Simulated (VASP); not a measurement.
## PtS2: energy against strain

PtS2 (1T layered, P-3m1, 22.632 Å³/atom and stress up to 0.10 GPa in the relaxed cell, c along z) under an equal strain ε along x and y, with z held. PBE in VASP (plane waves, PAW), 480 eV, 10×10×6 Γ-centred mesh, Gaussian smearing 0.05 eV; ions are relaxed, or left where forces stay under 0.02 eV/Å, within the symmetry of each cell. Against the start cell, which lies near the measured one, the relaxed cell differs by 24.1 % in volume and 21.8 % in c; the values below rest on it.

Here s stands for strain and y for E less E0.

```
strain (%)  E less E0 (meV/atom)
----------  --------------------
-3.00                          ?
-1.50                       6.36
-1.00                       2.90
-0.50                       0.79
0.00                        0.00
0.50                        0.51
1.00                        2.29
1.50                        5.31
```

**Question.** Fit y against s with a parabola, and predict the withheld value at s = -3.00.

**Answer.** Least squares gives y = 0.001 - 0.3321·s + 2.5929·s². Residuals (row less fit): 0.027, -0.026, -0.025, -0.001, 0.027, 0.028, -0.027; standard error 0.033 (degrees of freedom: 4). Twice the quadratic coefficient over the volume, 2 × 2.5929 meV × 10⁴ × 0.1602 / 22.632 Å³, is the elastic constants 2(C11 + C12) = 367 ± 2 GPa (± standard error of the fit, which holds the terms cut off). At the withheld row, y = 0.001 - 0.3321 × (-3.0) + 2.5929 × (-3.0)² = 24.333 meV/atom. The calculation gives 25.03 meV/atom, 0.697 meV/atom above the prediction (2.8 % of the range of y in the table). The row lies outside the fitted rows, so this is an extrapolation. From the scatter of the fitted rows alone, a prediction at this place has a standard error of 0.125 meV/atom, so the miss is 5.6 times that.

A polynomial of degree 3 through the 12 other runs of the series gives 25.06 there, so most of the miss is curvature that the fit leaves out. Spin-orbit coupling is left out, which can shift these values for the heavy elements here. For PtS2: without a dispersion term in the relaxation, distances and binding between the weakly bound layers, chains or molecules are unreliable, and so is what depends on them. Rows are the converged runs of the series near zero and its far end, less any whose ions stayed unrelaxed beside relaxed ones; series whose fitted rows scatter by over a few per cent of the range, as at a crossing or softening among them, aren't shown in this form. Most that stay on the fit to the last digits aren't either.
